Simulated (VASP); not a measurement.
Wanted: the native input for a VASP 6.6.1 run.

```
Task                   : relaxation of cell and atoms
Functional             : PBE
Potentials or basis    : VASP PAW PBE potentials, release 64 (Tl_d, Ge_d)
Cutoff                 : 600 eV
k mesh                 : 8 × 8 × 3
Occupations            : gaussian, width 0.05 eV
Spin                   : no spin polarisation
Further INCAR settings : ALGO = Normal; EDIFF = 1e-06; IBRION = 2; EDIFFG = -0.01; NSW = 60; ISIF = 3
```

The structure of Tl2Ge3 lies in POSCAR:

```
Tl2Ge3
1.0
    3.9367708600      0.0000000000      0.0000000000
   -1.9683854300      3.4093435700      0.0000000000
    0.0000000000      0.0000000000      9.3917310400
Tl Ge
2 3
Direct
    0.0000000000      0.0000000000      0.1453568500
    0.0000000000      0.0000000000      0.8546431500
    0.3333333300      0.6666666700      0.5000000000
    0.6666666700      0.3333333300      0.5000000000
    0.0000000000      0.0000000000      0.5000000000
```

The cell was built by a generator and needn't be a form met in nature.

The input as run:

INCAR

```
PREC = Accurate ; ENCUT = 600
EDIFF = 1E-6 ; ISMEAR = 0
SIGMA = 0.05 ; LREAL = False
LASPH = True ; NELM = 100
ALGO = Normal ; ISIF = 3
LWAVE = False ; LCHARG = False
GGA = PE ; IBRION = 2
NSW = 60 ; EDIFFG = -0.01
```

KPOINTS

```
Automatic mesh
0
Gamma
  8 8 3
```

Potentials or basis: VASP PAW PBE potentials, release 64 (Tl_d, Ge_d).

Run with:

```console
$ cat potpaw_PBE.64/Tl_d/POTCAR potpaw_PBE.64/Ge_d/POTCAR > POTCAR
$ mpirun -np 1 vasp_std > vasp.out
```

Results of the run:

```yaml
Relaxed_volume: 37.13 Å³/atom
Relaxed_cell: a = 4.769 Å, b = 4.769 Å, c = 9.425 Å, α = 90.00°, β = 90.00°, γ = 120.00°
Space_group_after_relaxing_to_0.05_Å: P6/mmm (No. 191)
Energy_gained_by_relaxing: 1176.2 meV/atom
Ionic_steps: 30
Pressure_after_relaxing: 0.0 GPa
Largest_force_after_relaxing: 0.006 eV/Å
Band_gap_on_the_k_mesh: none (metal or under the smearing width)
```

Caveat: the volume moved by over 15 % at a fixed basis, so the end points are rough.

Wall time 18 min on 1 thread of Intel(R) Xeon(R) 6975P-C (Granite Rapids) (shared host), peak memory 0.34 GiB.
